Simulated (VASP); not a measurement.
# SiB2 (P2_1/m) in VASP: single point with r2SCAN

Aim: the single point of SiB2 with r2SCAN.

All numbers are computed with VASP 6.6.1; they aren't measurements. Logs are shortened: lines on timing, memory, paths and dates and some standing lists are left out, and cuts for length are marked.

### Step 1. The structure

Symmetry: P2_1/m, No. 11, monoclinic system. Conventional cell: a = 3.776 Å, b = 2.982 Å, c = 5.045 Å, α = 90.00°, β = 109.74°, γ = 90.00°. Si (site symmetry m) is surrounded by 6 B at 2.01 to 2.26 Å. B (site symmetry m) has 3 B at 1.77 to 1.86 Å and 1 Si at 2.01 Å as nearest neighbours. B (site symmetry m) is surrounded by 3 B at 1.83 to 1.86 Å and 1 Si at 2.02 Å.

The cell was built by a generator and needn't be a form met in nature.

### Step 2. Single point, r2SCAN

The input, INCAR:

```
PREC = Accurate
ENCUT = 520
EDIFF = 1E-6
ISMEAR = 0
SIGMA = 0.1
LREAL = F
LASPH = T
NELM = 150
ALGO = Normal
ISIF = 2
LWAVE = F
LCHARG = F
METAGGA = R2SCAN
LMIXTAU = T
NBANDS = 19
KPAR = 4
```

The input, KPOINTS:

```
Automatic mesh
0
Gamma
  8 10 6
```

The input, POSCAR:

```
SiB2                                    
1.0
    3.7758433872      0.0000000000      0.0189175484
    0.0000000000      2.9817493377      0.0000000000
   -1.7276612452      0.0000000000      4.7403538267
  Si              B             
     2     4
Direct
     0.7189361346283389    0.2500000000000000    0.7489812949934640
     0.2810638653716611    0.7500000000000000    0.2510187050065361
     0.1213520224589783    0.2500000000000000    0.5709621575236062
     0.3506541632249571    0.2500000000000000    0.9607142539557180
     0.6493458367750429    0.7500000000000000    0.0392857460442820
     0.8786479775410218    0.7500000000000000    0.4290378424763937
```

Potentials or basis: VASP PAW PBE potentials, release 64 (Si, B).

Started as:

```console
cat potpaw_PBE.64/Si/POTCAR potpaw_PBE.64/B/POTCAR > POTCAR
mpirun -np 4 vasp_std > vasp.out
```

OUTCAR:

```text
PREC = Accurate
   ENCUT = 520
   EDIFF = 1E-6
   ISMEAR = 0
   LREAL = F
   LASPH = T
   NELM = 150
   ISIF = 2
   METAGGA = R2SCAN

 ion  position               nearest neighbor table
   1  0.719  0.250  0.749-   3 2.01   4 2.02   3 2.13   5 2.17   5 2.17   4 2.26   6 2.42   6 2.42
                             2 2.91   2 2.91   2 3.08   2 3.08
   2  0.281  0.750  0.251-   6 2.01   5 2.02   6 2.13   4 2.17   4 2.17   5 2.26   3 2.42   3 2.42
                             1 2.91   1 2.91   1 3.08   1 3.08
   3  0.121  0.250  0.571-   6 1.77   6 1.77   4 1.86   1 2.01   1 2.13   2 2.42   2 2.42
   4  0.351  0.250  0.961-   5 1.83   5 1.83   3 1.86   1 2.02   2 2.17   2 2.17   1 2.26
   5  0.649  0.750  0.039-   4 1.83   4 1.83   6 1.86   2 2.02   1 2.17   1 2.17   2 2.26
   6  0.879  0.750  0.429-   3 1.77   3 1.77   5 1.86   2 2.01   2 2.13   1 2.42   1 2.42

  LATTYP: Found a simple monoclinic cell.
 ALAT       =     3.7758907768
 B/A-ratio  =     0.7896810353
 C/A-ratio  =     1.3362067984
 COS(beta)  =    -0.3377135186

  Lattice vectors:

 A1 = (   3.7758433872,   0.0000000000,   0.0189175484)
 A2 = (   0.0000000000,   2.9817493377,   0.0000000000)
 A3 = (  -1.7276612452,   0.0000000000,   4.7403538267)

Analysis of symmetry for initial positions (statically):
=====================================================================
 Subroutine PRICEL returns:
 Original cell was already a primitive cell.

 Routine SETGRP: Setting up the symmetry group for a
 simple monoclinic supercell.

 Subroutine GETGRP returns: Found  4 space group operations
 (whereof  2 operations were pure point group operations)
 out of a pool of  4 trial point group operations.

The static configuration has the point symmetry S_2 .
 The point group associated with its full space group is C_2h.

Analysis of symmetry for dynamics (positions and initial velocities):
=====================================================================
 Subroutine PRICEL returns:
 Original cell was already a primitive cell.

 Routine SETGRP: Setting up the symmetry group for a
 simple monoclinic supercell.

 Subroutine GETGRP returns: Found  4 space group operations
 (whereof  2 operations were pure point group operations)
 out of a pool of  4 trial point group operations.

The dynamic configuration has the point symmetry S_2 .
 The point group associated with its full space group is C_2h.

 Subroutine INISYM returns: Found  4 space group operations
 (whereof  2 operations are pure point group operations),
 and found     1 'primitive' translations

----------------------------------------------------------------------------------------

                                     Primitive cell

  volume of cell :      53.4673

  direct lattice vectors                    reciprocal lattice vectors
     3.775843387  0.000000000  0.018917548     0.264358776  0.000000000  0.096347747
     0.000000000  2.981749338  0.000000000     0.000000000  0.335373597  0.000000000
    -1.727661245  0.000000000  4.740353827    -0.001054989  0.000000000  0.210570218

  length of vectors
     3.775890777  2.981749338  5.045370926     0.281368888  0.335373597  0.210572860

  position of ions in fractional coordinates (direct lattice)
     0.718936135  0.250000000  0.748981295
     0.281063865  0.750000000  0.251018705
     0.121352022  0.250000000  0.570962158
     0.350654163  0.250000000  0.960714254
     0.649345837  0.750000000  0.039285746
     0.878647978  0.750000000  0.429037842

  ion indices of the primitive-cell ions
   primitive index   ion index
                 1           1
                 2           2
                 3           3
                 4           4
                 5           5
                 6           6

----------------------------------------------------------------------------------------

 KPOINTS: Automatic mesh

Automatic generation of k-mesh.
 Grid dimensions read from file:
 generate k-points for:    8   10    6

 Generating k-lattice:

  Cartesian coordinates                     Fractional coordinates (reciprocal lattice)
     0.033044847  0.000000000  0.012043468     0.125000000  0.000000000  0.000000000
     0.000000000  0.033537360  0.000000000     0.000000000  0.100000000  0.000000000
    -0.000175831  0.000000000  0.035095036     0.000000000  0.000000000  0.166666667

  Length of vectors
     0.035171111  0.033537360  0.035095477

  Shift w.r.t. Gamma in fractional coordinates (k-lattice)
     0.000000000  0.000000000  0.000000000

 Subroutine IBZKPT returns following result:
 ===========================================

 Found    156 irreducible k-points:

 Following reciprocal coordinates:
            Coordinates               Weight
  0.000000  0.000000  0.000000      1.000000
  0.125000  0.000000 -0.000000      2.000000
  0.250000  0.000000 -0.000000      2.000000
  0.375000  0.000000 -0.000000      2.000000
  0.500000  0.000000 -0.000000      1.000000
  0.000000  0.100000  0.000000      2.000000
[... 16 lines left out ...]
  0.250000  0.400000 -0.000000      4.000000
  0.375000  0.400000 -0.000000      4.000000
 [... further k-points ...]
   k-points           NKPTS =    156   k-points in BZ     NKDIM =    156   number of bands    NBANDS=     19
   number of dos      NEDOS =    301   number of ions     NIONS =      6
   total plane-waves  NPLWV =  26880
   dimension x,y,z NGX =    28 NGY =   24 NGZ =   40
   dimension x,y,z NGXF=    56 NGYF=   48 NGZF=   80
   ions per type =               2   4
   NGX,Y,Z   is equivalent  to a cutoff of  12.33, 13.38, 13.18 a.u.
   NGXF,Y,Z  is equivalent  to a cutoff of  24.66, 26.76, 26.36 a.u.
 SYSTEM =  unknown system
   PREC   = accura    normal or accurate (medium, high low for compatibility)
   ISTART =      0    job   : 0-new  1-cont  2-samecut
   ICHARG =      2    charge: 1-file 2-atom 10-const
   ISPIN  =      1    spin polarized calculation?
   LNONCOLLINEAR =      F non collinear calculations
   LSORBIT =      F    spin-orbit coupling
   LASPH  =      T    aspherical Exc in radial PAW
   ENCUT  =  520.0 eV  38.22 Ry    6.18 a.u.   7.02  5.54  9.38*2*pi/ulx,y,z
   NELM   =    150;   NELMIN=  2; NELMDL= -5     # of ELM steps
   EDIFF  = 0.1E-05   stopping-criterion for ELM
   LREAL  =      F    real-space projection
   EDIFFG = 0.1E-04   stopping-criterion for IOM
   NSW    =      0    number of steps for IOM
   IBRION =     -1    ionic relax: 0-MD 1-quasi-New 2-CG
   NFREE  =      0    steps in history (QN), initial steepest desc. (CG)
   ISIF   =      2    stress and relaxation
   ISYM   =      2    0-nonsym 1-usesym 2-fastsym
   POTIM  = 0.5000    time-step for ionic-motion
   TEBEG  =    0.0;   TEEND  =   0.0 temperature during run
   PSTRESS=    0.0 pullay stress
   NELECT =      20.0000    total number of electrons
   NUPDOWN=      -1.0000    fix difference up-down
   EMIN   =  10.00;   EMAX   =-10.00  energy-range for DOS
   EFERMI =   0.00;   METHOD = LEGACY
   ISMEAR =     0;   SIGMA  =   0.10  broadening in eV -4-tet -1-fermi 0-gaus
   EFERMI_NEDOS =   21; number of points for ismear=-14 and -15
   IALGO  =     38    algorithm
   IMIX   =      4    mixing-type and parameters
     AMIX     =   0.40;   BMIX     =  1.00
     AMIX_MAG =   1.60;   BMIX_MAG =  1.00
  volume/ion in A,a.u.               =       8.91        60.14
  Fermi-wavevector in a.u.,A,eV,Ry     =   1.179566  2.229056 18.930807  1.391375
  Thomas-Fermi vector in A             =   2.315874
   LORBIT       =      0    0 simple, 1 ext, 2 COOP (PROOUT), +10 PAW based schemes
   METAGGA = R2SCAN    functional components
   LHFCALC =     F    Hartree Fock is set to
   AEXX    =    0.0000 exact exchange contribution
   IVDW    =     0    specifies the selected vdW correction
   LEPSILON=     F    determine dielectric tensor
   LRPA    =     F    only Hartree local field effects (RPA)
 non-spin polarized calculation
 Gauss-broadening in eV      SIGMA  =   0.10
  energy-cutoff  :      520.00
  volume of cell :       53.47
 maximum number of plane-waves:      1462
   NGX = 15   NGY = 11   NGZ = 19

 number of electron      20.0000000 magnetization

 Free energy of the ion-electron system (eV)
  ---------------------------------------------------
  ext. energy  EPLUGINS =         0.00000000
  ---------------------------------------------------
  free energy    TOTEN  =       -44.44930496 eV

  energy without entropy =      -44.44417686  energy(sigma->0) =      -44.44674091

 E-fermi :   9.4793     XC(G=0): -12.4964

 val. band max:        9.4767790184   @ k =   0.0000   0.4000   0.5000
 cond. band min:       9.4799617508   @ k =   0.3750   0.2000   0.1667
 fundamental gap:      0.0031827324
 Fermi energy:         9.4793132461

 k-point     1 :       0.0000    0.0000    0.0000
  band No.  band energies     occupation
      1      -7.5937      2.00000
      2      -1.9142      2.00000
      3      -1.7975      2.00000
      4       2.4528      2.00000
      5       3.0191      2.00000
      6       3.6846      2.00000
[... 11 lines left out ...]
     18      17.4436      0.00000
     19      17.5075      0.00000

 k-point     2 :       0.1250    0.0000   -0.0000
  band No.  band energies     occupation
      1      -7.4275      2.00000
      2      -2.3333      2.00000
      3      -1.2489      2.00000
      4       1.2081      2.00000
      5       1.5817      2.00000
      6       5.3864      2.00000
[... 11 lines left out ...]
     18      16.6469      0.00000
     19      17.8064      0.00000

 k-point     3 :       0.2500    0.0000   -0.0000
  band No.  band energies     occupation
      1      -6.9323      2.00000
      2      -2.6658      2.00000
      3      -1.5072      2.00000
      4       0.2634      2.00000
      5       0.6984      2.00000
      6       5.7914      2.00000
[... 434 lines left out ...]
      1      -4.5918      2.00000
      2      -2.0389      2.00000
      3      -0.3233      2.00000
      4       1.4030      2.00000
      5       1.5391      2.00000
      6       3.0706      2.00000
[... 11 lines left out ...]
     18      18.0034      0.00000
     19      20.0273      0.00000

 k-point    24 :       0.3750    0.4000   -0.0000
  band No.  band energies     occupation
      1      -3.8167      2.00000
      2      -1.6325      2.00000
      3      -1.1079      2.00000
      4       0.5506      2.00000
      5       1.1817      2.00000
      6       2.6644      2.00000
[... 11 lines left out ...]
     18      18.3728      0.00000
     19      19.9779      0.00000

 [... further k-points ...]
[... 5 lines left out ...]
  --------------------------------------------------------------------------------------
  -------------------------------------------------------------------------------------
  Total       -1.5609081     -0.3374574     -0.6009260      0.0000000      0.0000000      0.5799329
  in kB      -46.7734880    -10.1121018    -18.0070861      0.0000000      0.0000000     17.3780154
  external PRESSURE =     -24.9642253 kB  Pullay stress =       0.0000000 kB

 VOLUME and BASIS-vectors are now :
 -----------------------------------------------------------------------------
  energy-cutoff  :      520.00
  volume of cell :       53.47
      direct lattice vectors                 reciprocal lattice vectors
     3.775843387  0.000000000  0.018917548     0.264358776  0.000000000  0.096347747
     0.000000000  2.981749338  0.000000000     0.000000000  0.335373597  0.000000000
    -1.727661245  0.000000000  4.740353827    -0.001054989  0.000000000  0.210570218

 POSITION                                       TOTAL-FORCE (eV/Angst)
 -----------------------------------------------------------------------------------
      1.42060      0.74544      3.56404        -0.068819      0.000000      0.036146
      0.62758      2.23631      1.19523         0.068819      0.000000     -0.036146
     -0.52822      0.74544      2.70886         0.038924      0.000000      0.007816
     -0.33577      0.74544      4.56076        -0.012449      0.000000      0.033848
      2.38396      2.23631      0.19851         0.012449      0.000000     -0.033848
      2.57641      2.23631      2.05041        -0.038924      0.000000     -0.007816
 -----------------------------------------------------------------------------------
    total drift:                               -0.000000      0.000000     -0.000000

  FREE ENERGIE OF THE ION-ELECTRON SYSTEM (eV)
  ---------------------------------------------------
  free  energy   TOTEN  =       -44.4493049594 eV

  energy  without entropy=      -44.4441768560  energy(sigma->0) =      -44.44674091
```

Run time: 53 s. Hardware: 4 MPI ranks of Intel Xeon 6975P-C (Granite Rapids), shared host; peak memory 0.25 GiB.

What came out:

- Free energy: -44.4493 eV
- Pressure: -2.5 GPa
- Largest force: 0.078 eV/Å
- Band gap on the k mesh: none (metal or under the smearing width)

Forces on the atoms (eV/Å):
```
Si  -0.069  0.000  0.036
Si   0.069  0.000 -0.036
B    0.039  0.000  0.008
B   -0.012  0.000  0.034
B    0.012  0.000 -0.034
B   -0.039  0.000 -0.008
```

Caveat: the PAW data sets were made with another functional, which shifts forces and pressure a little.
